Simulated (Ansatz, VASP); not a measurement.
# Sn: VASP beside Ansatz, part 4 of 4

Wanted: the spread between two codes on one cell, functional and k mesh. The structure shown is the start of the Ansatz relaxation below; VASP solves that cell, so the two are compared at the walk's first step.

VASP 6.6.1 and Ansatz 0.2.0.

So far. Step 6 (VASP: single point, LDA, start cell, pair 2): The run ends at a pressure of 3.39 GPa, with forces up to 0.14 eV/Å.

**8. Ansatz: relaxation, LDA**

Level of this step: Ansatz beside VASP: Kohn-Sham DFT, plane waves, LDA (Ansatz).

The two programs are compared at the cell with which this relaxation starts, whose forces are those of its first step. The cell compared in this pair holds 64.51 Å³, against 63.64 Å³ for the pair before.

The structure compared here is the start of the Ansatz relaxation; VASP solves that cell, so the two are compared at the walk's first step.

Contents of input.yaml:

```yaml
crystal:
  lattice:
    - [0.0897134483, 3.2286936763, 3.2286936763]
    - [3.2286936763, 0.0897134483, 3.2286936763]
    - [3.2286936763, 3.2286936763, 0.0897134483]
  atoms:
    - { symbol: Sn, position: [0.5017600694, 0.5017600694, 0.5017600694] }
    - { symbol: Sn, position: [0.7482399306, 0.7482399306, 0.7482399306] }
  conventional_axes: [[-1, 1, 0], [0, -1, 1], [1, 1, 1]]
kpoints:
  mp_grid: { grid: [12, 12, 12], shift: [0.5, 0.5, 0.5] }
hamiltonian:
  xc: lda
  pseudopotentials: { kind: paw, azcp: { folder: soft_1 }, xc_functional: pbe }
scf:
  occupations: { method: gaussian, width: 0.015 }
output:
  forces: true
  stress: true
  eigenvalues: true
relax:
  adjacent_minimum: "off"
  f_tol: 0.001
  max_steps: 60
  cell: { stress_tol: 0.01, fix: [a, b, angles] }
```

On the command line:

```
$ ansatz run input.yaml --threads 4 --pin off --max-ram 10240MiB --backend cpu --events-out ev --progress --plain --runs-dir out
```

Numbers of over 12 decimals in the logs are rounded to 6 here.

The program printed:

```text
[...]
Crystal: 2 atoms, lattice volume = 64.510 Å³
Basis set: ecut = 420 eV, 1267 PW (Γ)
Bands: 18, of which v1, the nominal top of the filled ones, is band 14 counted from 1 (13 counted from 0)
Symmetry: 12 space group operations
[...]
k-points: 182 of 1728
[...]
k-point 181: bands = [... 10 lower, -1.1839, 1.5819, 6.5577, 7.1413, 9.2886, 11.5137, 11.8637, 14.2496]
--- Relaxed structure (5 steps of the walk, 4 accepted, 1 SCFs on fresh bases) ---
[...]
cell:  # Å, volume = 64.9763 Å³
    - [0.105492, 3.244472, 3.244472]
    - [3.244472, 0.105492, 3.244472]
    - [3.244472, 3.244472, 0.105492]
  atoms:
    - { symbol: Sn, position: [0.502821, 0.502821, 0.502821] }
    - { symbol: Sn, position: [0.747179, 0.747179, 0.747179] }
[key lines of the parts left out:]
SCF converged after 5 iterations
Free energy (F): -11759.110214 eV
Fermi energy:    8.276832 eV
P = ⅓ Tr σ = 2.1110 GPa (21.110 kbar)
```

**9. VASP: single point, LDA, start cell, pair 3**

The same cell, functional (in two slightly different forms), mesh and smearing now go to VASP, with its own data sets.

Contents of INCAR:

```
SYSTEM = Sn
PREC = Accurate
ENCUT = 400
EDIFF = 1E-06
NELM = 120
ISMEAR = 0
SIGMA = 0.015
LREAL = .FALSE.
ALGO = Normal
GGA = CA
NBANDS = 20
LORBIT = 11
LWAVE = .FALSE.
LCHARG = .FALSE.
ISIF = 2
ISYM = 2
LASPH = .TRUE.
GGA_COMPAT = .FALSE.
KPAR = 2
```

Contents of POSCAR:

```
Sn
1.0
    0.0897130000      3.2286940000      3.2286940000
    3.2286940000      0.0897130000      3.2286940000
    3.2286940000      3.2286940000      0.0897130000
Sn
2
Direct
    0.5017600920      0.5017600920      0.5017600920
    0.7482398698      0.7482398698      0.7482398698
```

Contents of KPOINTS:

```
Points of the shifted mesh
1728
Reciprocal
 0.0416666667  0.0416666667  0.0416666667 1
 0.0416666667  0.0416666667  0.1250000000 1
 0.0416666667  0.0416666667  0.2083333333 1
 0.0416666667  0.0416666667  0.2916666667 1
 0.0416666667  0.0416666667  0.3750000000 1
 0.0416666667  0.0416666667  0.4583333333 1
 0.0416666667  0.0416666667  0.5416666667 1
 0.0416666667  0.0416666667  0.6250000000 1
 0.0416666667  0.0416666667  0.7083333333 1
 0.0416666667  0.0416666667  0.7916666667 1
 0.0416666667  0.0416666667  0.8750000000 1
 0.0416666667  0.0416666667  0.9583333333 1
 0.0416666667  0.1250000000  0.0416666667 1
 0.0416666667  0.1250000000  0.1250000000 1
 0.0416666667  0.1250000000  0.2083333333 1
 0.0416666667  0.1250000000  0.2916666667 1
 0.0416666667  0.1250000000  0.3750000000 1
 0.0416666667  0.1250000000  0.4583333333 1
 0.0416666667  0.1250000000  0.5416666667 1
 0.0416666667  0.1250000000  0.6250000000 1
 0.0416666667  0.1250000000  0.7083333333 1
 0.0416666667  0.1250000000  0.7916666667 1
 0.0416666667  0.1250000000  0.8750000000 1
 0.0416666667  0.1250000000  0.9583333333 1
 0.0416666667  0.2083333333  0.0416666667 1
 0.0416666667  0.2083333333  0.1250000000 1
 0.0416666667  0.2083333333  0.2083333333 1
 0.0416666667  0.2083333333  0.2916666667 1
 0.0416666667  0.2083333333  0.3750000000 1
 0.0416666667  0.2083333333  0.4583333333 1
 0.0416666667  0.2083333333  0.5416666667 1
 0.0416666667  0.2083333333  0.6250000000 1
 0.0416666667  0.2083333333  0.7083333333 1
 0.0416666667  0.2083333333  0.7916666667 1
 0.0416666667  0.2083333333  0.8750000000 1
 0.0416666667  0.2083333333  0.9583333333 1
 0.0416666667  0.2916666667  0.0416666667 1
 0.0416666667  0.2916666667  0.1250000000 1
 0.0416666667  0.2916666667  0.2083333333 1
 0.0416666667  0.2916666667  0.2916666667 1
 0.0416666667  0.2916666667  0.3750000000 1
 0.0416666667  0.2916666667  0.4583333333 1
 0.0416666667  0.2916666667  0.5416666667 1
 0.0416666667  0.2916666667  0.6250000000 1
 0.0416666667  0.2916666667  0.7083333333 1
 0.0416666667  0.2916666667  0.7916666667 1
 0.0416666667  0.2916666667  0.8750000000 1
 0.0416666667  0.2916666667  0.9583333333 1
 0.0416666667  0.3750000000  0.0416666667 1
 0.0416666667  0.3750000000  0.1250000000 1
 0.0416666667  0.3750000000  0.2083333333 1
 0.0416666667  0.3750000000  0.2916666667 1
 0.0416666667  0.3750000000  0.3750000000 1
 0.0416666667  0.3750000000  0.4583333333 1
 0.0416666667  0.3750000000  0.5416666667 1
 0.0416666667  0.3750000000  0.6250000000 1
 0.0416666667  0.3750000000  0.7083333333 1
 0.0416666667  0.3750000000  0.7916666667 1
 0.0416666667  0.3750000000  0.8750000000 1
 0.0416666667  0.3750000000  0.9583333333 1
 0.0416666667  0.4583333333  0.0416666667 1
 0.0416666667  0.4583333333  0.1250000000 1
 0.0416666667  0.4583333333  0.2083333333 1
 0.0416666667  0.4583333333  0.2916666667 1
 0.0416666667  0.4583333333  0.3750000000 1
 0.0416666667  0.4583333333  0.4583333333 1
 0.0416666667  0.4583333333  0.5416666667 1
 0.0416666667  0.4583333333  0.6250000000 1
 0.0416666667  0.4583333333  0.7083333333 1
 0.0416666667  0.4583333333  0.7916666667 1
 0.0416666667  0.4583333333  0.8750000000 1
 0.0416666667  0.4583333333  0.9583333333 1
 0.0416666667  0.5416666667  0.0416666667 1
 0.0416666667  0.5416666667  0.1250000000 1
 0.0416666667  0.5416666667  0.2083333333 1
 0.0416666667  0.5416666667  0.2916666667 1
 0.0416666667  0.5416666667  0.3750000000 1
 0.0416666667  0.5416666667  0.4583333333 1
 0.0416666667  0.5416666667  0.5416666667 1
 0.0416666667  0.5416666667  0.6250000000 1
 0.0416666667  0.5416666667  0.7083333333 1
 0.0416666667  0.5416666667  0.7916666667 1
 0.0416666667  0.5416666667  0.8750000000 1
 0.0416666667  0.5416666667  0.9583333333 1
 0.0416666667  0.6250000000  0.0416666667 1
 0.0416666667  0.6250000000  0.1250000000 1
 0.0416666667  0.6250000000  0.2083333333 1
 0.0416666667  0.6250000000  0.2916666667 1
 0.0416666667  0.6250000000  0.3750000000 1
 0.0416666667  0.6250000000  0.4583333333 1
 0.0416666667  0.6250000000  0.5416666667 1
 0.0416666667  0.6250000000  0.6250000000 1
 0.0416666667  0.6250000000  0.7083333333 1
 0.0416666667  0.6250000000  0.7916666667 1
 0.0416666667  0.6250000000  0.8750000000 1
 0.0416666667  0.6250000000  0.9583333333 1
 0.0416666667  0.7083333333  0.0416666667 1
 0.0416666667  0.7083333333  0.1250000000 1
 0.0416666667  0.7083333333  0.2083333333 1
 0.0416666667  0.7083333333  0.2916666667 1
 0.0416666667  0.7083333333  0.3750000000 1
 0.0416666667  0.7083333333  0.4583333333 1
 0.0416666667  0.7083333333  0.5416666667 1
 0.0416666667  0.7083333333  0.6250000000 1
 0.0416666667  0.7083333333  0.7083333333 1
 0.0416666667  0.7083333333  0.7916666667 1
 0.0416666667  0.7083333333  0.8750000000 1
 0.0416666667  0.7083333333  0.9583333333 1
 0.0416666667  0.7916666667  0.0416666667 1
 0.0416666667  0.7916666667  0.1250000000 1
 0.0416666667  0.7916666667  0.2083333333 1
 0.0416666667  0.7916666667  0.2916666667 1
[... 1390 lines left out ...]
 0.8750000000  0.4583333333  0.1250000000 1
 0.8750000000  0.4583333333  0.2083333333 1
 0.8750000000  0.4583333333  0.2916666667 1
 0.8750000000  0.4583333333  0.3750000000 1
 0.8750000000  0.4583333333  0.4583333333 1
 0.8750000000  0.4583333333  0.5416666667 1
 0.8750000000  0.4583333333  0.6250000000 1
 0.8750000000  0.4583333333  0.7083333333 1
 0.8750000000  0.4583333333  0.7916666667 1
 0.8750000000  0.4583333333  0.8750000000 1
 0.8750000000  0.4583333333  0.9583333333 1
 0.8750000000  0.5416666667  0.0416666667 1
 0.8750000000  0.5416666667  0.1250000000 1
 0.8750000000  0.5416666667  0.2083333333 1
 0.8750000000  0.5416666667  0.2916666667 1
 0.8750000000  0.5416666667  0.3750000000 1
 0.8750000000  0.5416666667  0.4583333333 1
 0.8750000000  0.5416666667  0.5416666667 1
 0.8750000000  0.5416666667  0.6250000000 1
 0.8750000000  0.5416666667  0.7083333333 1
 0.8750000000  0.5416666667  0.7916666667 1
 0.8750000000  0.5416666667  0.8750000000 1
 0.8750000000  0.5416666667  0.9583333333 1
 0.8750000000  0.6250000000  0.0416666667 1
 0.8750000000  0.6250000000  0.1250000000 1
 0.8750000000  0.6250000000  0.2083333333 1
 0.8750000000  0.6250000000  0.2916666667 1
 0.8750000000  0.6250000000  0.3750000000 1
 0.8750000000  0.6250000000  0.4583333333 1
 0.8750000000  0.6250000000  0.5416666667 1
 0.8750000000  0.6250000000  0.6250000000 1
 0.8750000000  0.6250000000  0.7083333333 1
 0.8750000000  0.6250000000  0.7916666667 1
 0.8750000000  0.6250000000  0.8750000000 1
 0.8750000000  0.6250000000  0.9583333333 1
 0.8750000000  0.7083333333  0.0416666667 1
 0.8750000000  0.7083333333  0.1250000000 1
 0.8750000000  0.7083333333  0.2083333333 1
 0.8750000000  0.7083333333  0.2916666667 1
 0.8750000000  0.7083333333  0.3750000000 1
 0.8750000000  0.7083333333  0.4583333333 1
 0.8750000000  0.7083333333  0.5416666667 1
 0.8750000000  0.7083333333  0.6250000000 1
 0.8750000000  0.7083333333  0.7083333333 1
 0.8750000000  0.7083333333  0.7916666667 1
 0.8750000000  0.7083333333  0.8750000000 1
 0.8750000000  0.7083333333  0.9583333333 1
 0.8750000000  0.7916666667  0.0416666667 1
 0.8750000000  0.7916666667  0.1250000000 1
 0.8750000000  0.7916666667  0.2083333333 1
 0.8750000000  0.7916666667  0.2916666667 1
 0.8750000000  0.7916666667  0.3750000000 1
 0.8750000000  0.7916666667  0.4583333333 1
 0.8750000000  0.7916666667  0.5416666667 1
 0.8750000000  0.7916666667  0.6250000000 1
 0.8750000000  0.7916666667  0.7083333333 1
 0.8750000000  0.7916666667  0.7916666667 1
 0.8750000000  0.7916666667  0.8750000000 1
 0.8750000000  0.7916666667  0.9583333333 1
 0.8750000000  0.8750000000  0.0416666667 1
 0.8750000000  0.8750000000  0.1250000000 1
 0.8750000000  0.8750000000  0.2083333333 1
 0.8750000000  0.8750000000  0.2916666667 1
 0.8750000000  0.8750000000  0.3750000000 1
 0.8750000000  0.8750000000  0.4583333333 1
 0.8750000000  0.8750000000  0.5416666667 1
 0.8750000000  0.8750000000  0.6250000000 1
 0.8750000000  0.8750000000  0.7083333333 1
 0.8750000000  0.8750000000  0.7916666667 1
 0.8750000000  0.8750000000  0.8750000000 1
 0.8750000000  0.8750000000  0.9583333333 1
 0.8750000000  0.9583333333  0.0416666667 1
 0.8750000000  0.9583333333  0.1250000000 1
 0.8750000000  0.9583333333  0.2083333333 1
 0.8750000000  0.9583333333  0.2916666667 1
 0.8750000000  0.9583333333  0.3750000000 1
 0.8750000000  0.9583333333  0.4583333333 1
 0.8750000000  0.9583333333  0.5416666667 1
 0.8750000000  0.9583333333  0.6250000000 1
 0.8750000000  0.9583333333  0.7083333333 1
 0.8750000000  0.9583333333  0.7916666667 1
 0.8750000000  0.9583333333  0.8750000000 1
 0.8750000000  0.9583333333  0.9583333333 1
 0.9583333333  0.0416666667  0.0416666667 1
 0.9583333333  0.0416666667  0.1250000000 1
 0.9583333333  0.0416666667  0.2083333333 1
 0.9583333333  0.0416666667  0.2916666667 1
 0.9583333333  0.0416666667  0.3750000000 1
 0.9583333333  0.0416666667  0.4583333333 1
 0.9583333333  0.0416666667  0.5416666667 1
 0.9583333333  0.0416666667  0.6250000000 1
 0.9583333333  0.0416666667  0.7083333333 1
 0.9583333333  0.0416666667  0.7916666667 1
 0.9583333333  0.0416666667  0.8750000000 1
 0.9583333333  0.0416666667  0.9583333333 1
 0.9583333333  0.1250000000  0.0416666667 1
 0.9583333333  0.1250000000  0.1250000000 1
 0.9583333333  0.1250000000  0.2083333333 1
 0.9583333333  0.1250000000  0.2916666667 1
 0.9583333333  0.1250000000  0.3750000000 1
 0.9583333333  0.1250000000  0.4583333333 1
 0.9583333333  0.1250000000  0.5416666667 1
 0.9583333333  0.1250000000  0.6250000000 1
 0.9583333333  0.1250000000  0.7083333333 1
 0.9583333333  0.1250000000  0.7916666667 1
 0.9583333333  0.1250000000  0.8750000000 1
 0.9583333333  0.1250000000  0.9583333333 1
 0.9583333333  0.2083333333  0.0416666667 1
 0.9583333333  0.2083333333  0.1250000000 1
 0.9583333333  0.2083333333  0.2083333333 1
 0.9583333333  0.2083333333  0.2916666667 1
 0.9583333333  0.2083333333  0.3750000000 1
 0.9583333333  0.2083333333  0.4583333333 1
 0.9583333333  0.2083333333  0.5416666667 1
 0.9583333333  0.2083333333  0.6250000000 1
 0.9583333333  0.2083333333  0.7083333333 1
 0.9583333333  0.2083333333  0.7916666667 1
 0.9583333333  0.2083333333  0.8750000000 1
 0.9583333333  0.2083333333  0.9583333333 1
 0.9583333333  0.2916666667  0.0416666667 1
 0.9583333333  0.2916666667  0.1250000000 1
 0.9583333333  0.2916666667  0.2083333333 1
 0.9583333333  0.2916666667  0.2916666667 1
 0.9583333333  0.2916666667  0.3750000000 1
 0.9583333333  0.2916666667  0.4583333333 1
 0.9583333333  0.2916666667  0.5416666667 1
 0.9583333333  0.2916666667  0.6250000000 1
 0.9583333333  0.2916666667  0.7083333333 1
 0.9583333333  0.2916666667  0.7916666667 1
 0.9583333333  0.2916666667  0.8750000000 1
 0.9583333333  0.2916666667  0.9583333333 1
 0.9583333333  0.3750000000  0.0416666667 1
 0.9583333333  0.3750000000  0.1250000000 1
 0.9583333333  0.3750000000  0.2083333333 1
 0.9583333333  0.3750000000  0.2916666667 1
 0.9583333333  0.3750000000  0.3750000000 1
 0.9583333333  0.3750000000  0.4583333333 1
 0.9583333333  0.3750000000  0.5416666667 1
 0.9583333333  0.3750000000  0.6250000000 1
 0.9583333333  0.3750000000  0.7083333333 1
 0.9583333333  0.3750000000  0.7916666667 1
 0.9583333333  0.3750000000  0.8750000000 1
 0.9583333333  0.3750000000  0.9583333333 1
 0.9583333333  0.4583333333  0.0416666667 1
 0.9583333333  0.4583333333  0.1250000000 1
 0.9583333333  0.4583333333  0.2083333333 1
 0.9583333333  0.4583333333  0.2916666667 1
 0.9583333333  0.4583333333  0.3750000000 1
 0.9583333333  0.4583333333  0.4583333333 1
 0.9583333333  0.4583333333  0.5416666667 1
 0.9583333333  0.4583333333  0.6250000000 1
 0.9583333333  0.4583333333  0.7083333333 1
 0.9583333333  0.4583333333  0.7916666667 1
 0.9583333333  0.4583333333  0.8750000000 1
 0.9583333333  0.4583333333  0.9583333333 1
 0.9583333333  0.5416666667  0.0416666667 1
 0.9583333333  0.5416666667  0.1250000000 1
 0.9583333333  0.5416666667  0.2083333333 1
 0.9583333333  0.5416666667  0.2916666667 1
 0.9583333333  0.5416666667  0.3750000000 1
 0.9583333333  0.5416666667  0.4583333333 1
 0.9583333333  0.5416666667  0.5416666667 1
 0.9583333333  0.5416666667  0.6250000000 1
 0.9583333333  0.5416666667  0.7083333333 1
 0.9583333333  0.5416666667  0.7916666667 1
 0.9583333333  0.5416666667  0.8750000000 1
 0.9583333333  0.5416666667  0.9583333333 1
 0.9583333333  0.6250000000  0.0416666667 1
 0.9583333333  0.6250000000  0.1250000000 1
 0.9583333333  0.6250000000  0.2083333333 1
 0.9583333333  0.6250000000  0.2916666667 1
 0.9583333333  0.6250000000  0.3750000000 1
 0.9583333333  0.6250000000  0.4583333333 1
 0.9583333333  0.6250000000  0.5416666667 1
 0.9583333333  0.6250000000  0.6250000000 1
 0.9583333333  0.6250000000  0.7083333333 1
 0.9583333333  0.6250000000  0.7916666667 1
 0.9583333333  0.6250000000  0.8750000000 1
 0.9583333333  0.6250000000  0.9583333333 1
 0.9583333333  0.7083333333  0.0416666667 1
 0.9583333333  0.7083333333  0.1250000000 1
 0.9583333333  0.7083333333  0.2083333333 1
 0.9583333333  0.7083333333  0.2916666667 1
 0.9583333333  0.7083333333  0.3750000000 1
 0.9583333333  0.7083333333  0.4583333333 1
 0.9583333333  0.7083333333  0.5416666667 1
 0.9583333333  0.7083333333  0.6250000000 1
 0.9583333333  0.7083333333  0.7083333333 1
 0.9583333333  0.7083333333  0.7916666667 1
 0.9583333333  0.7083333333  0.8750000000 1
 0.9583333333  0.7083333333  0.9583333333 1
 0.9583333333  0.7916666667  0.0416666667 1
 0.9583333333  0.7916666667  0.1250000000 1
 0.9583333333  0.7916666667  0.2083333333 1
 0.9583333333  0.7916666667  0.2916666667 1
 0.9583333333  0.7916666667  0.3750000000 1
 0.9583333333  0.7916666667  0.4583333333 1
 0.9583333333  0.7916666667  0.5416666667 1
 0.9583333333  0.7916666667  0.6250000000 1
 0.9583333333  0.7916666667  0.7083333333 1
 0.9583333333  0.7916666667  0.7916666667 1
 0.9583333333  0.7916666667  0.8750000000 1
 0.9583333333  0.7916666667  0.9583333333 1
 0.9583333333  0.8750000000  0.0416666667 1
 0.9583333333  0.8750000000  0.1250000000 1
 0.9583333333  0.8750000000  0.2083333333 1
 0.9583333333  0.8750000000  0.2916666667 1
 0.9583333333  0.8750000000  0.3750000000 1
 0.9583333333  0.8750000000  0.4583333333 1
 0.9583333333  0.8750000000  0.5416666667 1
 0.9583333333  0.8750000000  0.6250000000 1
 0.9583333333  0.8750000000  0.7083333333 1
 0.9583333333  0.8750000000  0.7916666667 1
 0.9583333333  0.8750000000  0.8750000000 1
 0.9583333333  0.8750000000  0.9583333333 1
 0.9583333333  0.9583333333  0.0416666667 1
 0.9583333333  0.9583333333  0.1250000000 1
 0.9583333333  0.9583333333  0.2083333333 1
 0.9583333333  0.9583333333  0.2916666667 1
 0.9583333333  0.9583333333  0.3750000000 1
 0.9583333333  0.9583333333  0.4583333333 1
 0.9583333333  0.9583333333  0.5416666667 1
 0.9583333333  0.9583333333  0.6250000000 1
 0.9583333333  0.9583333333  0.7083333333 1
 0.9583333333  0.9583333333  0.7916666667 1
 0.9583333333  0.9583333333  0.8750000000 1
 0.9583333333  0.9583333333  0.9583333333 1
```

PAW data sets: Sn_d (LDA family, release 64).

On the command line:

```
$ mpirun -np 2 vasp_std
```

The program printed:

```text
[... set-up lines as in an earlier step ...]
 entering main loop
       N       E                     dE             d eps       ncg     rms          rms(c)
DAV:   1     0.209883829868E+03    0.20988E+03   -0.13292E+04 69812   0.181E+03
DAV:   2     0.130826721522E+02   -0.19680E+03   -0.19326E+03 69612   0.408E+02
DAV:   3    -0.836486109906E+01   -0.21448E+02   -0.21337E+02 79188   0.137E+02
DAV:   4    -0.902583384067E+01   -0.66097E+00   -0.66067E+00 78520   0.276E+01
[...]
DAV:   9    -0.889966812206E+01   -0.77637E-04   -0.26946E-04 90360   0.121E-01    0.230E-02
DAV:  10    -0.889967074315E+01   -0.26211E-05   -0.21607E-05 80508   0.442E-02    0.402E-03
DAV:  11    -0.889967079913E+01   -0.55988E-07   -0.18948E-06 63012   0.950E-03
   1 F= -.88996708E+01 E0= -.88996569E+01  d E =-.278727E-04
```

From OUTCAR (step 9):

```text
  Total        1.0303029      1.0303029      1.0303029     -0.4586346     -0.4586346     -0.4586346
  in kB       25.5887516     25.5887516     25.5887516    -11.3907148    -11.3907148    -11.3907148
  external PRESSURE =      25.5887516 kB  Pullay stress =       0.0000000 kB

 POSITION                                       TOTAL-FORCE (eV/Angst)
 -----------------------------------------------------------------------------------
      3.28507      3.28507      3.28507         0.072108      0.072108      0.072108
      4.89880      4.89880      4.89880        -0.072108     -0.072108     -0.072108
 -----------------------------------------------------------------------------------
    total drift:                               -0.000000     -0.000000     -0.000000

  FREE ENERGIE OF THE ION-ELECTRON SYSTEM (eV)
  ---------------------------------------------------
  free  energy   TOTEN  =        -8.8996707991 eV

  energy  without entropy=       -8.8996429264  energy(sigma->0) =       -8.89965686

[... 1 part as in an earlier step ...]

[... 2 further parts left out ...]
[key lines of the parts left out:]
E-fermi :   6.1126
```

The run ends at a pressure of 2.56 GPa, with forces up to 0.12 eV/Å.

**10. Comparison**

Forces (eV/Å; atoms numbered as in POSCAR):

| atom | Ansatz x, y, z | VASP x, y, z |
| --- | --- | --- |
| Sn1 | 0.071, 0.071, 0.071 | 0.072, 0.072, 0.072 |
| Sn2 | -0.071, -0.071, -0.071 | -0.072, -0.072, -0.072 |

The forces differ by 1.2 meV/Å r.m.s., which is 1.7 % of the r.m.s. force of 0.072 eV/Å (both taken over all components).

**11. Outcome**

```yaml
r_m_s_force_difference_single_point_lda_start_cell_pair_1: 0.2 meV/Å
r_m_s_force_difference_single_point_lda_start_cell_pair_2: 1.8 meV/Å
r_m_s_force_difference_single_point_lda_start_cell_pair_3: 1.2 meV/Å
```

The r.m.s. force difference is 1.8 meV/Å (single point, LDA, start cell, pair 2), within the 12 meV/Å picked in this series as the mark of a large difference. 13 further runs of this series are not shown here. Such differences can come from data sets, numerical settings and the points named under the comparisons, not from the functional's error against experiment.

[Lines on the potential files, build, host, timing and source positions are cut from VASP's logs without a mark.]

[Logs are printed without paths, hosts, clocks, repeated set-up lines and the standing remarks that a program may print on its own settings, such as how far it seeks lower states.]

[Hosts, paths, dates, database ids (printed as entryN), source tags and the programs' standing remarks are cut or masked in the printed files.]
